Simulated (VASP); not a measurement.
Data:

```yaml
crystal:
  lattice:
    - [3.18285, -2.67837, 0.00000]
    - [3.18285, 2.67837, 0.00000]
    - [0.00000, 0.00000, 5.39615]
  atoms:
    - { symbol: H, position: [0.94581, 0.05419, 0.18301] }
    - { symbol: H, position: [0.05419, 0.94581, 0.68301] }
    - { symbol: Br, position: [0.75070, 0.24930, 0.99599] }
    - { symbol: Br, position: [0.24930, 0.75070, 0.49599] }
```

Computed with r2SCAN meta-GGA with spin-orbit coupling, VASP's PBE PAW potentials (set 64) (plane waves; VASP). Settings: 400 eV cut-off, 5×5×4 Γ-centred mesh, Gaussian smearing of 0.050 eV, potentials H Br.

**Question.** Give the energies of bands 9 to 22 at the high-symmetry points, in eV from the valence-band maximum.

**Answer.** 
```json
[
 {"band": "9", "Γ": "-0.78", "Y": "-2.03", "F0": "-2.00", "Z": "-1.07", "B0": "-1.42", "T": "-1.45", "S": "-1.57", "R": "-1.14"},
 {"band": "10", "Γ": "-0.78", "Y": "-2.03", "F0": "-2.00", "Z": "-1.07", "B0": "-1.42", "T": "-1.45", "S": "-1.57", "R": "-1.14"},
 {"band": "11", "Γ": "-0.58", "Y": "-0.96", "F0": "-1.04", "Z": "-1.07", "B0": "-1.42", "T": "-1.45", "S": "-1.27", "R": "-0.94"},
 {"band": "12", "Γ": "-0.58", "Y": "-0.96", "F0": "-0.96", "Z": "-1.07", "B0": "-1.42", "T": "-1.45", "S": "-1.27", "R": "-0.94"},
 {"band": "13", "Γ": "-0.36", "Y": "-0.78", "F0": "-0.85", "Z": "-0.27", "B0": "-1.08", "T": "-1.13", "S": "-0.59", "R": "-0.44"},
 {"band": "14", "Γ": "-0.36", "Y": "-0.78", "F0": "-0.79", "Z": "-0.27", "B0": "-1.08", "T": "-1.13", "S": "-0.59", "R": "-0.44"},
 {"band": "15", "Γ": "0.00", "Y": "-0.52", "F0": "-0.51", "Z": "-0.27", "B0": "-1.08", "T": "-1.13", "S": "-0.50", "R": "-0.24"},
 {"band": "16", "Γ": "0.00", "Y": "-0.52", "F0": "-0.51", "Z": "-0.27", "B0": "-1.08", "T": "-1.13", "S": "-0.50", "R": "-0.24"},
 {"band": "17", "Γ": "5.24", "Y": "5.51", "F0": "5.62", "Z": "7.36", "B0": "6.88", "T": "6.99", "S": "7.04", "R": "6.11"},
 {"band": "18", "Γ": "5.24", "Y": "5.51", "F0": "5.64", "Z": "7.36", "B0": "6.88", "T": "6.99", "S": "7.04", "R": "6.11"},
 {"band": "19", "Γ": "6.26", "Y": "5.75", "F0": "5.88", "Z": "7.36", "B0": "6.89", "T": "6.99", "S": "7.52", "R": "6.12"},
 {"band": "20", "Γ": "6.26", "Y": "5.75", "F0": "5.89", "Z": "7.36", "B0": "6.89", "T": "6.99", "S": "7.52", "R": "6.12"},
 {"band": "21", "Γ": "7.25", "Y": "7.28", "F0": "7.37", "Z": "8.45", "B0": "9.38", "T": "9.30", "S": "9.35", "R": "8.84"},
 {"band": "22", "Γ": "7.25", "Y": "7.28", "F0": "7.38", "Z": "8.45", "B0": "9.38", "T": "9.30", "S": "9.35", "R": "8.84"}
]
```

The gap is direct, 5.24 eV, from the valence maximum at Γ to the conduction minimum at Γ.

The structure comes from a measured HBr entry (Cmc2_1) of the Crystallography Open Database, whose conditions weren't checked. It was relaxed first.
